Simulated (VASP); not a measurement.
Calculation: SCAN meta-GGA, VASP's PBE PAW potentials (set 64) (plane waves; VASP 6.6.1).

VASP ran on this input.

**KPOINTS_OPT**
```
k-points along high-symmetry lines
6
Line-mode
Reciprocal
  0.000000   0.000000   0.000000 ! GAMMA
 -0.000000   0.500000   0.000000 ! M

 -0.000000   0.500000   0.000000 ! M
 -0.333333   0.666667   0.000000 ! K

 -0.333333   0.666667   0.000000 ! K
  0.000000   0.000000   0.000000 ! GAMMA

  0.000000   0.000000   0.000000 ! GAMMA
  0.000000   0.000000   0.500000 ! A

  0.000000   0.000000   0.500000 ! A
 -0.000000   0.500000   0.500000 ! L

 -0.000000   0.500000   0.500000 ! L
 -0.333333   0.666667   0.500000 ! H

 -0.333333   0.666667   0.500000 ! H
  0.000000   0.000000   0.500000 ! A

 -0.000000   0.500000   0.500000 ! L
 -0.000000   0.500000   0.000000 ! M

 -0.333333   0.666667   0.500000 ! H
 -0.333333   0.666667   0.000000 ! K
```

### INCAR
```
PREC=Accurate
LORBIT=11
MAGMOM=1.7 1.7
SYSTEM=Co
LMIXTAU=T
METAGGA=SCAN
ENCUT=520   ! plane-wave cut-off (eV)
ISIF=2   ! forces and stress, cell fixed
LCHARG=F
NEDOS=601
ALGO=Normal   ! blocked Davidson
LASPH=T
NELM=100   ! most electronic steps
EDIFF=1E-7   ! SCF stop (eV)
LMAXMIX=4   ! l cut-off of mixed one-centre charges
LREAL=F   ! projection in real space or not
ISMEAR=-5
LWAVE=F
ISPIN=2
```

**POSCAR**
```
Co
1
    1.2235350226    -2.1192250427    -0.0000000000
    1.2235350226     2.1192250427    -0.0000000000
   -0.0000000000     0.0000000000     4.0081680333
Co
2
Direct
  0.3333330000   0.6666670000   0.2500000000
  0.6666670000   0.3333330000   0.7500000000
```

**KPOINTS**
```
Automatic
0
G
 19 19 10
```

POTCAR, in this order: Co (PBE.64 set). Program: vasp_std.

What VASP printed:

### OSZICAR
```
       N       E                     dE             d eps       ncg     rms          rms(c)
DAV:   1     0.604220985830E+02    0.60422E+02   -0.85817E+03 14680   0.166E+03
DAV:   2    -0.372281587173E+02   -0.97650E+02   -0.90253E+02 14414   0.264E+02
DAV:   3    -0.397190503845E+02   -0.24909E+01   -0.24409E+01 17053   0.602E+01
DAV:   4    -0.397593788837E+02   -0.40328E-01   -0.40313E-01 21151   0.575E+00
DAV:   5    -0.397596716005E+02   -0.29272E-03   -0.29229E-03 17706   0.493E-01    0.188E+01
DAV:   6    -0.352492371078E+02    0.45104E+01   -0.24767E+01 16094   0.105E+02    0.995E+00
DAV:   7    -0.344715428942E+02    0.77769E+00   -0.30988E+00 17382   0.352E+01    0.550E+00
DAV:   8    -0.344654162864E+02    0.61266E-02   -0.90839E-02 16878   0.282E+00    0.202E+00
DAV:   9    -0.344322564793E+02    0.33160E-01   -0.14749E-02 19103   0.179E+00    0.802E-01
DAV:  10    -0.344231096851E+02    0.91468E-02   -0.16279E-02 18330   0.186E+00    0.195E-01
DAV:  11    -0.344204191187E+02    0.26906E-02   -0.17089E-02 16638   0.127E+00    0.174E-01
DAV:  12    -0.344191914414E+02    0.12277E-02   -0.97308E-03 15920   0.856E-01    0.756E-02
DAV:  13    -0.344196185121E+02   -0.42707E-03   -0.70345E-04 15527   0.258E-01    0.295E-02
DAV:  14    -0.344192895224E+02    0.32899E-03   -0.59714E-04 15030   0.216E-01    0.113E-02
DAV:  15    -0.344193896191E+02   -0.10010E-03   -0.18541E-04 15457   0.121E-01    0.520E-03
DAV:  16    -0.344193706989E+02    0.18920E-04   -0.46007E-05 15499   0.594E-02    0.362E-03
DAV:  17    -0.344193413541E+02    0.29345E-04   -0.13317E-06 16278   0.113E-02    0.208E-03
DAV:  18    -0.344193415604E+02   -0.20627E-06   -0.18139E-07 11842   0.576E-03    0.472E-04
DAV:  19    -0.344193406294E+02    0.93101E-06   -0.14196E-07 11209   0.427E-03    0.243E-04
DAV:  20    -0.344193418500E+02   -0.12206E-05   -0.64185E-08  9252   0.268E-03    0.171E-04
DAV:  21    -0.344193431988E+02   -0.13489E-05   -0.35459E-08  9202   0.206E-03    0.222E-04
DAV:  22    -0.344193446246E+02   -0.14258E-05   -0.94734E-09  7550   0.123E-03    0.594E-05
DAV:  23    -0.344193446069E+02    0.17766E-07   -0.10764E-09  7480   0.369E-04
   1 F= -.34419345E+02 E0= -.34419345E+02  d E =0.000000E+00  mag=     3.4355
       N       E                     dE             ncg
```

### OUTCAR
```
------------------------ aborting loop because EDIFF is reached ----------------------------------------
  FORCE on cell =-STRESS in cart. coord.  units (eV):
  Direction    XX          YY          ZZ          XY          YZ          ZX
  --------------------------------------------------------------------------------------
  Total        0.1448466      0.1448467     -0.0564767      0.0000000      0.0000000      0.0000000
  in kB       11.1647663     11.1647686     -4.3532221      0.0000000      0.0000000      0.0000000
  external PRESSURE =       5.9921043 kB  Pullay stress =       0.0000000 kB
  volume of cell :       20.79
      direct lattice vectors                 reciprocal lattice vectors
     1.223535023 -2.119225043  0.000000000     0.408651972 -0.235935302  0.000000000
     1.223535023  2.119225043  0.000000000     0.408651972  0.235935302  0.000000000
     0.000000000  0.000000000  4.008168033     0.000000000  0.000000000  0.249490538
 POSITION                                       TOTAL-FORCE (eV/Angst)
 -----------------------------------------------------------------------------------
      1.22354      0.70641      1.00204         0.000000     -0.000000      0.000000
      1.22354     -0.70641      3.00613         0.000000      0.000000      0.000000
 -----------------------------------------------------------------------------------
    total drift:                                0.000000     -0.000009     -0.000028
  FREE ENERGIE OF THE ION-ELECTRON SYSTEM (eV)
  ---------------------------------------------------
  free  energy   TOTEN  =       -34.4193446069 eV

  energy  without entropy=      -34.4193446069  energy(sigma->0) =      -34.41934461

 total charge

# of ion       s       p       d       tot
------------------------------------------
    1        0.530   0.596   7.255   8.382
    2        0.530   0.596   7.255   8.382
--------------------------------------------------
tot          1.061   1.192  14.510  16.764

 magnetization (x)

# of ion       s       p       d       tot
------------------------------------------
    1       -0.011  -0.078   1.860   1.771
    2       -0.011  -0.078   1.860   1.771
--------------------------------------------------
tot         -0.023  -0.155   3.720   3.542
```
(Selected blocks of OUTCAR.)

For a metal the tetrahedron method with Blöchl corrections gives inexact stress and forces.

The compound is Co in the hcp structure. It was relaxed first, which changed the volume by -6 %.
